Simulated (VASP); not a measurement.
Given:

```yaml
crystal:
  lattice:
    - [2.07460, 1.19777, 8.89582]
    - [-2.07460, 1.19777, 8.89582]
    - [0.00000, -2.39554, 8.89582]
  atoms:
    - { symbol: Sr, position: [0.24784, 0.24784, 0.24784] }
    - { symbol: Sr, position: [0.75216, 0.75216, 0.75216] }
    - { symbol: B, position: [0.50000, 0.50000, 0.50000] }
    - { symbol: Br, position: [0.00000, 0.00000, 0.00000] }
    - { symbol: N, position: [0.44942, 0.44942, 0.44942] }
    - { symbol: N, position: [0.55058, 0.55058, 0.55058] }
```

Method: PBEsol GGA, VASP's PBE PAW potentials (set 64) (plane waves; VASP). Run with 400 eV cut-off, 5×5×5 Γ-centred mesh, Gaussian smearing of 0.010 eV, potentials Sr_sv B Br N.

At this cut-off the stress carries a Pulay error, which pulls relaxed volumes low.

Problem. What does the run give for the energy per atom (σ→0), pressure, largest force?

Solution. 
```
Quantity                       Result
---------------------  --------------
energy per atom (σ→0)  -6.384 eV/atom
pressure                    -2.92 GPa
largest force              0.130 eV/Å
```

The structure comes from a computed database's Sr2BBrN2 entry; how it stands against other phases isn't given here. The cell was not relaxed at this level.
